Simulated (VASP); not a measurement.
SrTiO₃ (cubic perovskite): computed properties

Calculation: LDA (Ceperley-Alder, Perdew-Zunger), VASP's LDA PAW potentials (set 64) (plane waves; VASP 6.6.1).

```
Quantity                                                                            Value
---------------------------------------------  ------------------------------------------
space group                                                                   Pm-3m (221)
cell                                              a = b = c = 3.862 Å, α = β = γ = 90.00°
volume per atom                                                             11.52 Å³/atom
band gap (over mesh and band path)                                                1.81 eV
smallest direct gap (over mesh and band path)                                     2.14 eV
band-edge character                                                      indirect, R to Γ
density                                                                        5.29 g/cm³
optical Γ-point spectrum                       60 (×3), 172 (×3), 228 (×3), 560 (×3) cm⁻¹
```

```cif
data_O3SrTi
_chemical_formula_sum 'Sr1 Ti1 O3'
_space_group_name_H-M_alt 'Pm-3m'
_space_group_IT_number 221
_space_group_name_Hall '-P 4 2 3'
_cell_length_a 3.86220
_cell_length_b 3.86220
_cell_length_c 3.86220
_cell_angle_alpha 90.000
_cell_angle_beta 90.000
_cell_angle_gamma 90.000
loop_
_atom_site_label
_atom_site_type_symbol
_atom_site_symmetry_multiplicity
_atom_site_Wyckoff_symbol
_atom_site_fract_x
_atom_site_fract_y
_atom_site_fract_z
_atom_site_occupancy
Sr1 Sr 1 a 0.00000 0.00000 0.00000 1
Ti1 Ti 1 b 0.50000 0.50000 0.50000 1
O1 O 3 c 0.00000 0.50000 0.50000 1
```

Measured: gap 3.59 eV (computed value off by -1.78 eV), as given by Anna Miglio et al., npj Computational Materials (2020), arXiv:2011.12765 [zero-point renormalisation of 336 meV (experimental, the table's column) added back]; a 3.890 Å at 0 K (computed value off by -0.7 %), as given by D. I. Bilc et al., Physical Review B (2008), arXiv:0805.0753 [cubic phase extrapolated to 0 K].

The compound is SrTiO3 in the cubic perovskite structure, the ideal cubic form; the compound distorts at low or room temperature. It was relaxed first. Symmetry was kept, so distortions that lower it aren't found.
